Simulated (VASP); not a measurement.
A run of VASP 6.6.1 is set up as follows.

Contents of INCAR:

```
SYSTEM = LaLuN2
PREC = Accurate
ENCUT = 520
EDIFF = 1E-7
ISMEAR = 0
SIGMA = 0.1
LREAL = .False.
LASPH = .True.
NELM = 120
ALGO = Normal
ISIF = 3
LWAVE = .False.
LCHARG = .False.
GGA = PE
IBRION = 2
NSW = 60
EDIFFG = -0.005
POTIM = 0.3
KPAR = 4
```

The input KPOINTS:

```
Automatic mesh
0
Gamma
  10 10 4
  0 0 0
```

The input POSCAR:

```
LaLuN2                                  
1.0
    3.4887313687     -0.0000000000     -0.0000000000
   -1.7443656843      3.0213299944      0.0000000000
    0.0000000000     -0.0000000000     11.8492463845
  La              Lu              N             
     2     2     4
Direct
     0.3333333300000021    0.6666666699999979    0.2500000000000000
     0.6666666699999979    0.3333333300000021    0.7500000000000000
     0.0000000000000000    0.0000000000000000    0.5000000000000000
     0.0000000000000000    0.0000000000000000    0.0000000000000000
     0.3333333300000021    0.6666666699999979    0.8865930186390306
     0.6666666699999979    0.3333333300000021    0.1134069813609691
     0.6666666699999979    0.3333333300000021    0.3865930186390310
     0.3333333300000021    0.6666666699999979    0.6134069813609694
```

Potentials or basis: VASP PAW PBE potentials, release 64 (La, Lu, N).

Launch:

```console
$ cat potpaw_PBE.64/La/POTCAR potpaw_PBE.64/Lu/POTCAR potpaw_PBE.64/N/POTCAR > POTCAR
$ mpirun -np 4 vasp_std > vasp.out
```

**Question.** Predict the band gap on the k mesh.

**Answer.** 0.37 eV, indirect (least direct gap 0.85 eV).

Final structure:
```xyz
8
Lattice="3.4887 0.0000 0.0000 -1.7444 3.0213 0.0000 0.0000 0.0000 11.8492" Properties=species:S:1:pos:R:3 pbc="T T T"
La    0.0000    2.0142    2.9623
La    1.7444    1.0071    8.8869
Lu    0.0000    0.0000    5.9246
Lu    0.0000    0.0000    0.0000
N     0.0000    2.0142   10.5055
N     1.7444    1.0071    1.3438
N     1.7444    1.0071    4.5808
N     0.0000    2.0142    7.2684
```

Caveat: the relaxation stopped at its first step, so nothing moved; spin-orbit coupling is left out, which moves the levels of the heavy elements. A k mesh can miss the band edges.
